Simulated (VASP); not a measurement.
Consider the following.

```xyz
2
Lattice="0.0000 2.8661 2.8661 2.8661 0.0000 2.8661 2.8661 2.8661 0.0000" Properties=species:S:1:pos:R:3 pbc="T T T"
Si    -0.0167     0.0143     0.0005
Hf     2.8828     2.8518     2.8656
```

Level of theory: PBE GGA, VASP's PBE PAW potentials (set 64) (plane waves; VASP). Numerical set-up: 300 eV cut-off, 6×6×6 Γ-centred mesh, Fermi-Dirac smearing of 0.10 eV, potentials Si Hf_pv.

At this cut-off the stress carries a Pulay error, which pulls relaxed volumes low. Unless said otherwise, spin-orbit coupling is left out, though it shifts the bands of the heavy elements here.

Task: Estimate the energy per atom (σ→0), pressure, largest force, band gap (on the k-mesh) with the smallest direct gap where there is one.

Result: 
band gap (on the k-mesh): none (metal, semimetal or under 0.01 eV)
energy per atom (σ→0): -7.955 eV/atom
pressure: -16.52 GPa
largest force: 0.187 eV/Å

The absolute energy has meaning only against runs of the same code, potentials and settings.

The structure was generated: HfSi was put into an ordered model structure, which need not be its known phase. The cell was not relaxed at this level, atoms are displaced from their ideal sites. The k-mesh is coarse (spacing up to 0.32 per Å, 2π included), so the numbers may not be converged in it.
